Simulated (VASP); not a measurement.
The input files of a VASP run:

**INCAR**
```
ALGO=Normal
EDIFF=1E-6
ENCUT=400
GGA=PE
ISIF=2
ISMEAR=1
LASPH=.TRUE.
LCHARG=.FALSE.
LMAXMIX=4
LREAL=.FALSE.
LWAVE=.FALSE.
NELM=100
PREC=Accurate
SIGMA=0.05
SYSTEM=VN
```

**POSCAR**
```
VN
1
    0.0000000000     2.0624650000     2.0624650000
    2.0624650000     0.0000000000     2.0624650000
    2.0624650000     2.0624650000     0.0000000000
V N
1 1
Direct
  0.0000000000   0.0000000000   0.0000000000
  0.5000000000   0.5000000000   0.5000000000
```

File KPOINTS:
```
Automatic mesh
0
Gamma
4 4 4
0 0 0
```

POTCAR, in this order: V_sv N (PBE.64 set). Program: vasp_std.

### Question
Write an equivalent input for Quantum ESPRESSO's pw.x.

### Answer
One equivalent input (not run):
```
&CONTROL
  calculation = 'scf'
  pseudo_dir = './pseudo'
  outdir = './out'
  tprnfor = .true.
  tstress = .true.
/
&SYSTEM
  ibrav = 0
  nat = 2
  ntyp = 2
  ecutwfc = 84
  occupations = 'smearing'
  smearing = 'methfessel-paxton'
  degauss = 0.003675
  input_dft = 'pbe'
/
&ELECTRONS
  conv_thr = 7.3e-08
  electron_maxstep = 100
/
ATOMIC_SPECIES
  V 50.941 V.upf
  N 14.007 N.upf
CELL_PARAMETERS angstrom
     0.0000000    2.0624650    2.0624650
     2.0624650    0.0000000    2.0624650
     2.0624650    2.0624650    0.0000000
ATOMIC_POSITIONS crystal
  V    0.0000000  0.0000000  0.0000000
  N    0.5000000  0.5000000  0.5000000
K_POINTS automatic
  4 4 4 0 0 0
```
Limits of the translation: the potentials are each code's own (VASP's PAW set, PseudoDojo norm-conserving files in pw.x), so ENCUT and ecutwfc are chosen apart and not converted; conv_thr bounds pw.x's estimated SCF error, while EDIFF bounds the energy change between steps.

The structure comes from a computed database's VN entry; how it stands against other phases isn't given here. The cell was not relaxed at this level. The k-mesh is coarse (spacing up to 0.66 per Å, 2π included), so the numbers may not be converged in it. The run is one of a series of settings (KPOINTS 4×4×4 Γ-centred mesh against the base run), some of them coarse on purpose.
